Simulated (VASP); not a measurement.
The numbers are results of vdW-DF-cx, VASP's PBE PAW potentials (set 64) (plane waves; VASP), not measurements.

Input for VASP

INCAR:
```
ALGO = Normal
LUSE_VDW = .TRUE.
GGA = CX
AGGAC = 0.0
LREAL = .FALSE.
EDIFF = 1E-6
LCHARG = .FALSE.
ISMEAR = 1
LASPH = .TRUE.   ! aspherical one-centre terms
SIGMA = 0.1
NELM = 100
IBRION = 2   ! conjugate gradients
LWAVE = .FALSE.
SYSTEM = Be
NSW = 60   ! most ionic steps
EDIFFG = -0.01
ISIF = 3
ENCUT = 520   ! plane-wave cut-off (eV)
PREC = Accurate
```

**POSCAR**
```
Be
1
    1.1450000000    -1.9831980000     0.0000000000
    1.1450000000     1.9831980000     0.0000000000
    0.0000000000     0.0000000000     3.5800000000
Be
2
Direct
  0.3333330000   0.6666670000   0.2500000000
  0.6666670000   0.3333330000   0.7500000000
```

KPOINTS:
```
kpoints
0
G
 16 16 9
0 0 0
```

POTCAR, in this order: Be (PBE.64 set). Program: vasp_std.

What VASP printed:

File OSZICAR:
```
       N       E                     dE             d eps       ncg     rms          rms(c)
DAV:   1    -0.117051228334E+01   -0.11705E+01   -0.17858E+03  1818   0.545E+02
DAV:   2    -0.651026477389E+01   -0.53398E+01   -0.49725E+01  2742   0.637E+01
DAV:   3    -0.654305882243E+01   -0.32794E-01   -0.32791E-01  2388   0.474E+00
DAV:   4    -0.654309560624E+01   -0.36784E-04   -0.36783E-04  2682   0.149E-01
DAV:   5    -0.654309564602E+01   -0.39783E-07   -0.40170E-07  2346   0.254E-03    0.123E+00
DAV:   6    -0.654454906115E+01   -0.14534E-02   -0.69787E-04  2100   0.439E-01    0.749E-01
DAV:   7    -0.655063032096E+01   -0.60813E-02   -0.19750E-03  1974   0.508E-01    0.296E-02
DAV:   8    -0.655063547542E+01   -0.51545E-05   -0.38064E-06  3054   0.202E-02    0.173E-02
DAV:   9    -0.655063881984E+01   -0.33444E-05   -0.20790E-06  1956   0.164E-02    0.680E-04
DAV:  10    -0.655063887092E+01   -0.51085E-07   -0.65363E-09  1338   0.855E-04
   1 F= -.65506389E+01 E0= -.65505921E+01  d E =-.655064E+01
       N       E                     dE             d eps       ncg     rms          rms(c)
DAV:   1    -0.655075706629E+01   -0.11825E-03   -0.87121E-04  2322   0.228E-01    0.114E-02
DAV:   2    -0.655075779678E+01   -0.73049E-06   -0.33884E-06  2214   0.169E-02
   2 F= -.65507578E+01 E0= -.65507056E+01  d E =-.118926E-03
```

File OUTCAR:
```
------------------------ aborting loop because EDIFF is reached ----------------------------------------
  FORCE on cell =-STRESS in cart. coord.  units (eV):
  Direction    XX          YY          ZZ          XY          YZ          ZX
  --------------------------------------------------------------------------------------
  Total       -0.0127855     -0.0127855      0.0035109      0.0000000     -0.0000000     -0.0000000
  in kB       -1.2627403     -1.2627401      0.3467452      0.0000000     -0.0000000     -0.0000000
  external PRESSURE =      -0.7262451 kB  Pullay stress =       0.0000000 kB
  volume of cell :       16.22
      direct lattice vectors                 reciprocal lattice vectors
     1.143323423 -1.980294084  0.000000000     0.437321575 -0.252487751  0.000000000
     1.143323423  1.980294084 -0.000000000     0.437321575  0.252487751  0.000000000
     0.000000000  0.000000000  3.582490289     0.000000000  0.000000000  0.279135439
 POSITION                                       TOTAL-FORCE (eV/Angst)
 -----------------------------------------------------------------------------------
      1.14332      0.66010      0.89562         0.000000     -0.000000      0.000000
      1.14332     -0.66010      2.68687        -0.000000      0.000000      0.000000
 -----------------------------------------------------------------------------------
    total drift:                                0.000000     -0.000004      0.000005
  FREE ENERGIE OF THE ION-ELECTRON SYSTEM (eV)
  ---------------------------------------------------
  free  energy   TOTEN  =        -6.5507577968 eV

  energy  without entropy=       -6.5506011420  energy(sigma->0) =       -6.55070558

 reached required accuracy - stopping structural energy minimisation
```
(Selected blocks of OUTCAR.)

### CONTCAR
```
Be
   1.00000000000000
     1.1433234228745919   -1.9802940840032561    0.0000000000000000
     1.1433234228745919    1.9802940840032561   -0.0000000000000000
     0.0000000000000000    0.0000000000000000    3.5824902892891979
  Be
     2
Direct
     0.3333330000000032    0.6666669999999968    0.2500000000000000
     0.6666669999999968    0.3333330000000032    0.7500000000000000
```

The compound is Be in the hcp structure. This run relaxes it. Symmetry was kept, so distortions that lower it aren't found.
